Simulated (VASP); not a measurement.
Computed with PBEsol GGA, VASP's PBE PAW potentials (set 64) (plane waves; VASP 6.6.1).

A VASP calculation is set up with these files.

### POSCAR
```
BBi
1.0
  0.0000000000   2.7269603413   2.7269603413
  2.7269603413   0.0000000000   2.7269603413
  2.7269603413   2.7269603413   0.0000000000
B Bi
1 1
Direct
  0.0000000000   0.0000000000   0.0000000000
  0.2500000000   0.2500000000   0.2500000000
```

### KPOINTS
```
Automatic mesh
0
Gamma
8 8 8
```

**INCAR**
```
LREAL=.False.
LASPH=.True.
ISIF=3   ! ions, shape and volume
ISMEAR=0   ! Gaussian
NSW=60   ! most ionic steps
ENCUT=520   ! plane-wave cut-off (eV)
LWAVE=.False.
NELM=100
GGA=PS   ! PBEsol
ALGO=Normal   ! blocked Davidson
LMAXMIX=4   ! l cut-off of mixed one-centre charges
SIGMA=0.05   ! width (eV)
EDIFFG=-0.01
SYSTEM=BBi
LCHARG=.False.
EDIFF=1E-6   ! SCF stop (eV)
IBRION=2   ! conjugate gradients
PREC=Accurate
```

POTCAR, in this order: B Bi_d (PBE.64 set). Program: vasp_std.

The resulting files:

**OSZICAR**
```
       N       E                     dE             d eps       ncg     rms          rms(c)
DAV:   1     0.129400503161E+03    0.12940E+03   -0.10158E+04   754   0.164E+03
DAV:   2    -0.112889124281E+01   -0.13053E+03   -0.12787E+03   794   0.375E+02
DAV:   3    -0.102132666962E+02   -0.90844E+01   -0.89861E+01   972   0.101E+02
DAV:   4    -0.104260200037E+02   -0.21275E+00   -0.21265E+00   889   0.170E+01
DAV:   5    -0.104321436489E+02   -0.61236E-02   -0.61232E-02   991   0.263E+00    0.368E+00
DAV:   6    -0.979319581916E+01    0.63895E+00   -0.14345E+00   944   0.978E+00    0.144E+00
DAV:   7    -0.976657554653E+01    0.26620E-01   -0.20927E-01   932   0.260E+00    0.717E-01
DAV:   8    -0.976106500940E+01    0.55105E-02   -0.23682E-02   961   0.169E+00    0.118E-01
DAV:   9    -0.976055150822E+01    0.51350E-03   -0.32918E-03  1058   0.673E-01    0.475E-02
DAV:  10    -0.976059965700E+01   -0.48149E-04   -0.28326E-04   953   0.173E-01    0.215E-02
DAV:  11    -0.976060581039E+01   -0.61534E-05   -0.55946E-05  1045   0.941E-02    0.621E-03
DAV:  12    -0.976060495369E+01    0.85671E-06   -0.38782E-06   864   0.172E-02
   1 F= -.97606050E+01 E0= -.97606050E+01  d E =-.976060E+01
```

File OUTCAR:
```
------------------------ aborting loop because EDIFF is reached ----------------------------------------
  FORCE on cell =-STRESS in cart. coord.  units (eV):
  Direction    XX          YY          ZZ          XY          YZ          ZX
  --------------------------------------------------------------------------------------
  Total       -0.0075941     -0.0075941     -0.0075941     -0.0000000      0.0000000     -0.0000000
  in kB       -0.3000012     -0.3000012     -0.3000012     -0.0000000      0.0000000     -0.0000000
  external PRESSURE =      -0.3000012 kB  Pullay stress =       0.0000000 kB
  volume of cell :       40.56
      direct lattice vectors                 reciprocal lattice vectors
     0.000000000  2.726960341  2.726960341    -0.183354335  0.183354335  0.183354335
     2.726960341  0.000000000  2.726960341     0.183354335 -0.183354335  0.183354335
     2.726960341  2.726960341  0.000000000     0.183354335  0.183354335 -0.183354335
 POSITION                                       TOTAL-FORCE (eV/Angst)
 -----------------------------------------------------------------------------------
      0.00000      0.00000      0.00000        -0.000000     -0.000000     -0.000000
      1.36348      1.36348      1.36348         0.000000      0.000000      0.000000
 -----------------------------------------------------------------------------------
    total drift:                                0.000000      0.000000      0.000000
  FREE ENERGIE OF THE ION-ELECTRON SYSTEM (eV)
  ---------------------------------------------------
  free  energy   TOTEN  =        -9.7606049537 eV

  energy  without entropy=       -9.7606049537  energy(sigma->0) =       -9.76060495

 reached required accuracy - stopping structural energy minimisation
```
(Selected blocks of OUTCAR.)

The structure was generated: BBi was put into the zinc blende type (F-43m), which need not be its known phase. It was relaxed first, which changed the volume by +5 %. The start is the result of an earlier pass.
